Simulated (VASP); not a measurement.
The system is PtS2.

```xyz
3
Lattice="3.5487 0.0000 0.0000 -1.7744 3.0733 0.0000 0.0000 0.0000 5.5971" Properties=species:S:1:pos:R:3 pbc="T T T"
Pt    0.0000    0.0000    0.0000
S     1.7744    1.0244    4.3638
S     0.0000    2.0489    1.2332
```

The cell is a database's computed one.

| Item | Value |
| --- | --- |
| Program | VASP 6.6.1 |
| Task | relaxation of cell and atoms |
| Functional | PBEsol |
| Potentials or basis | VASP PAW PBE potentials, release 64 (Pt, S) |
| Cutoff | 300 eV |
| k mesh | 9 × 9 × 6 |
| Occupations | gaussian, width 0.02 eV |
| Spin | no spin polarisation |

At the start: pressure -2.8 GPa; volume 20.35 Å³/atom.

Question: How do energy, volume and symmetry change on relaxing?

Answer: Over 21 steps the energy falls by 15.5 meV/atom and the volume is 17.48 Å³/atom (-14.1 %); space group P-3m1 (No. 164, to 0.05 Å).

The path:
```csv
step,energy change (eV),largest force (eV/Å),pressure (GPa),volume (Å³)
1,0.0000,0.2927,-2.76,61.04
2,0.0252,0.6461,5.44,58.00
3,-0.0114,0.0257,-0.05,59.92
4,-0.0114,0.0323,0.01,59.90
5,-0.0130,0.0577,-0.03,59.80
6,-0.0154,0.1343,-0.16,59.47
7,-0.0171,0.1164,-0.27,59.25
8,-0.0217,0.0653,-0.56,58.61
9,-0.0294,0.0244,-1.03,57.31
10,-0.0398,0.1612,-1.57,54.71
11,-0.0407,0.1493,-1.40,54.53
12,-0.0430,0.1138,-0.88,54.00
13,-0.0449,0.0409,0.27,52.94
14,-0.0451,0.0377,0.28,52.88
15,-0.0456,0.0278,0.28,52.70
16,-0.0461,0.0083,0.29,52.34
17,-0.0462,0.0041,0.30,52.26
18,-0.0463,0.0282,-0.03,52.38
19,-0.0463,0.0284,-0.03,52.39
20,-0.0463,0.0219,-0.03,52.40
21,-0.0464,0.0031,-0.01,52.43
```

Final structure:
```
Pt S
1.0
     3.56438    0.00000    0.00000
    -1.78219    3.08685    0.00000
     0.00000    0.00000    4.76534
Pt S
1 2
Direct
  0.00000 0.00000 0.00000
  0.66667 0.33333 0.74849
  0.33333 0.66667 0.25151
```

Caveat: the cutoff is under 1.25 times the usual one of these potentials, so pressure, stress and relaxed cells hold a basis-set (Pulay) error; the PAW data sets were made with another functional, which shifts forces and pressure a little; this functional lacks dispersion, which binds the layers, so the pressure and a relaxed spacing across them are unreliable.
